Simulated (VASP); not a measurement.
Method: PBE GGA, VASP's PBE PAW potentials (set 64) (plane waves; VASP).

VASP input:

### KPOINTS
```
Automatic
0
gamma
  3 3 3
```

### POSCAR
```
Al31Mg
1.0
  8.0715331279   0.0000000000   0.0000000000
  0.0000000000   8.0715331279   0.0000000000
  0.0000000000   0.0000000000   8.0715331279
Al Mg
31 1
Direct
  0.5000000000   0.0000000000   0.0000000000
  0.7500000000   0.2500000000   0.0000000000
  0.7500000000   0.0000000000   0.2500000000
  0.0000000000   0.0000000000   0.0000000000
  0.2500000000   0.2500000000   0.0000000000
  0.5000000000   0.5000000000   0.0000000000
  0.7500000000   0.7500000000   0.0000000000
  0.2500000000   0.0000000000   0.2500000000
  0.5037460000   0.2558050000   0.2479380000
  0.7497340000   0.4960360000   0.2549700000
  0.5000000000   0.0000000000   0.5000000000
  0.7511800000   0.2443220000   0.5040080000
  0.7500000000   0.0000000000   0.7500000000
  0.0000000000   0.5000000000   0.0000000000
  0.2500000000   0.7500000000   0.0000000000
  0.0000000000   0.2500000000   0.2500000000
  0.2525170000   0.4943050000   0.2522190000
  0.4990000000   0.7549740000   0.2554960000
  0.0000000000   0.0000000000   0.5000000000
  0.2510780000   0.2479180000   0.4996950000
  0.7544820000   0.7479760000   0.5023550000
  0.2500000000   0.0000000000   0.7500000000
  0.5012040000   0.2554320000   0.7557470000
  0.7542010000   0.5052540000   0.7510390000
  0.0000000000   0.7500000000   0.2500000000
  0.0000000000   0.5000000000   0.5000000000
  0.2498180000   0.7478220000   0.4955240000
  0.0000000000   0.2500000000   0.7500000000
  0.2478580000   0.4951320000   0.7465440000
  0.5020330000   0.7462120000   0.7453310000
  0.0000000000   0.7500000000   0.7500000000
  0.4992980000   0.5028400000   0.5016000000
```

**INCAR**
```
SYSTEM = Al31Mg
PREC = Normal
ENCUT = 400
EDIFF = 1E-5
NELM = 100
ALGO = Fast
LREAL = Auto
LASPH = .TRUE.
ISMEAR = 1
SIGMA = 0.1
GGA = PE
LWAVE = .FALSE.
LCHARG = .FALSE.
NELMIN = 4
ISYM = 0
IBRION = 2
ISIF = 2
NSW = 60
EDIFFG = -0.03
```

POTCAR, in this order: Al Mg (PBE.64 set). Program: vasp_std.

**Question.** Predict the energy per atom (σ→0).

**Answer.** 
| Property | Value |
|---|---|
| energy per atom (σ→0) | -3.690 eV/atom |

**OSZICAR**
```
...
RMM:   4    -0.118075090827E+03   -0.25777E-05   -0.34934E-05  1307   0.222E-02
   8 F= -.11807509E+03 E0= -.11807347E+03  d E =-.294855E-02
       N       E                     dE             d eps       ncg     rms          rms(c)
DAV:   1    -0.118075697906E+03   -0.60966E-03   -0.98714E-03  2000   0.349E-01    0.354E-02
RMM:   2    -0.118075696306E+03    0.15995E-05   -0.32080E-04  1792   0.643E-02    0.994E-03
RMM:   3    -0.118075698739E+03   -0.24326E-05   -0.35569E-05  1333   0.242E-02    0.974E-03
RMM:   4    -0.118075699354E+03   -0.61491E-06   -0.76897E-06  1055   0.115E-02
   9 F= -.11807570E+03 E0= -.11807407E+03  d E =-.608526E-03
```

The cell is a supercell with a defect, built from Al (fcc): Mg_Al. The run is not spin-polarised, so no state with unpaired spins was tried.
